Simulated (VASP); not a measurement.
Wanted: the native input for a VASP 6.6.1 run.

| Property | Result |
| --- | --- |
| Task | single point |
| Functional | r2SCAN |
| Dispersion | D3(BJ) |
| Potentials or basis | VASP PAW PBE potentials, release 64 (N, Ge_d, Cl, H) |
| Cutoff | 520 eV |
| k mesh | 1 × 1 × 1 |
| Occupations | gaussian, width 0.01 eV |
| Spin | no spin polarisation |
| Further INCAR settings | ALGO = Normal; EDIFF = 1e-06; NBANDS = 24 |

The structure of NGeClH4 lies in POSCAR:

```
GeH4NCl
1.0
   13.0000000000      0.0000000000      0.0000000000
    0.0000000000     12.0000000000      0.0000000000
    0.0000000000      0.0000000000     13.0000000000
N Ge Cl H
1 1 1 4
Cartesian
    5.6304500200      7.1313500400      5.8015500400
    7.0032500200      6.6191499600      6.8774500600
    6.8178500000      4.5612500400      7.5587500300
    4.7224499400      7.1426499600      6.2446499700
    5.5644500600      6.6305499600      4.9265499400
    6.9826499600      7.4807499600      8.1414499400
    8.3035500600      6.6771500400      6.0736500500
```

The input as run:

INCAR

```
SYSTEM = GeH4NCl
PREC = Accurate ; ENCUT = 520
EDIFF = 1E-6 ; ISMEAR = 0
SIGMA = 0.01 ; LREAL = .False.
LASPH = .True. ; NELM = 100
ALGO = Normal ; ISIF = 2
LWAVE = .False. ; LCHARG = .True.
METAGGA = R2SCAN ; LMIXTAU = .True.
IVDW = 12 ; VDW_S6 = 1.0
VDW_S8 = 0.78981345 ; VDW_A1 = 0.49484001
VDW_A2 = 5.73083694 ; LELF = .True.
LVHAR = .True. ; LVACPOTAV = .True.
NBANDS = 24
```

KPOINTS

```
Automatic mesh
0
Gamma
  1 1 1
  0 0 0
```

Potentials or basis: VASP PAW PBE potentials, release 64 (N, Ge_d, Cl, H).

Launch:

```console
$ cat potpaw_PBE.64/N/POTCAR potpaw_PBE.64/Ge_d/POTCAR potpaw_PBE.64/Cl/POTCAR potpaw_PBE.64/H/POTCAR > POTCAR
$ mpirun -np 1 vasp_gam > vasp.out
```

Results of the run:

- Largest force: 0.204 eV/Å
- Gap between the frontier levels: 6.16 eV
- Dispersion energy per atom: -0.005 eV

Caveat: the PAW data sets were made with another functional, which shifts forces and pressure a little.

It took 7 min on 1 thread of Intel(R) Xeon(R) 6975P-C (Granite Rapids), on a shared host, peak memory 1.9 GiB.
